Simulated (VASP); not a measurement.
Crystal: Hf.

```
CELL_PARAMETERS angstrom
3.15788 0.00000 0.00000
-1.57894 2.73480 0.00000
0.00000 0.00000 4.98803
ATOMIC_POSITIONS crystal
Hf 0.33333 0.66667 0.25000
Hf 0.66667 0.33333 0.75000
```

Base run:

| Item | Value |
| --- | --- |
| Program | VASP 6.6.1 |
| Functional | r2SCAN |
| Potentials or basis | VASP PAW PBE potentials, release 64 (Hf_pv) |
| Cutoff | 520 eV |
| k mesh | 15 × 15 × 8 |
| Occupations | gaussian, width 0.1 eV |
| Spin | no spin polarisation |

Its results: band gap on the k mesh none (metal or under the smearing width); pressure 3.8 GPa.

Task: The run is repeated on the same cell with these changes: functional from r2SCAN to PBEsol; cutoff from 520 eV to 700 eV. What comes out?

Result: Band gap on the k mesh none (metal or under the smearing width); pressure 0.0 GPa.

Caveats: the PAW data sets were made with another functional, which shifts forces and pressure a little.
